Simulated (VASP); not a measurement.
Band gaps of MoS₂ (2H layered) from VASP (PAW), without and with spin-orbit coupling. Semilocal levels are at their own relaxed cell, hybrids and mBJ at PBE's; 0.00 means no gap at that level.

The cell of the r2SCAN run:

```xyz
6
Lattice="1.5911 -2.7559 0.0000 1.5911 2.7559 0.0000 0.0000 0.0000 12.7657" Properties=species:S:1:pos:R:3 pbc="T T T"
Mo     1.5911     0.9186     3.1914
Mo     1.5911    -0.9186     9.5743
S      1.5911     0.9186    11.1275
S      1.5911    -0.9186     4.7446
S      1.5911    -0.9186     1.6382
S      1.5911     0.9186     8.0210
```

```json
[
 {"level": "r2SCAN", "gap without SOC (eV)": "1.14", "gap with SOC (eV)": "…", "shift (eV)": "…"}
]
```

Q: Some entries are withheld; supply them.

A: 
- r2SCAN, gap with SOC (eV): 1.13
- r2SCAN, shift (eV): -0.01

Only levels that ran to the end are used. Left out are those held back, those with too coarse a band path, GW runs whose mesh misses a band edge, hybrids' fits of cells that aren't cubic and levels without matching references; a question may draw on a part of the rest.

The compound is MoS2 in the 2H layered structure. It was relaxed first, which changed the volume by +5 %. Symmetry was kept, so distortions that lower it aren't found.
